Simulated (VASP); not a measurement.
Consider the following.

```
CELL_PARAMETERS angstrom
      0.00000     1.97051     1.97051
      1.97051     0.00000     1.97051
      1.97051     1.97051     0.00000
ATOMIC_POSITIONS crystal
  Ir 0.00000 0.00000 0.00000
```

These are PBE GGA, VASP's PBE PAW potentials (set 64) (plane waves; VASP) values and carry that method's errors. Run with 300 eV cut-off, 12×12×12 Γ-centred mesh, Fermi-Dirac smearing of 0.050 eV, potentials Ir.

At this cut-off the stress carries a Pulay error, which pulls relaxed volumes low. Energy and stress use the plane-wave basis of the starting cell.

The ions, cell shape and volume are relaxed. Which structure does the run end with?

```
CELL_PARAMETERS angstrom
      0.00000     1.93405     1.93405
      1.93405     0.00000     1.93405
      1.93405     1.93405     0.00000
ATOMIC_POSITIONS crystal
  Ir 0.00000 0.00000 0.00000
```
Space group Fm-3m (225), at a tolerance of 0.03 Å.

How do energy and volume change from the first to the last step?

The energy (σ→0) changes by -47.9 meV/atom and the volume by -5.4 %, in 5 ionic steps.

The structure comes from a computed database's Ir entry; how it stands against other phases isn't given here. This run relaxes it. Symmetry was kept, so distortions that lower it aren't found. The run is one of a series of settings (EDIFFG = -0.01, IBRION = 2, ISIF = 3, NSW = 50 against the base run), some of them coarse on purpose.
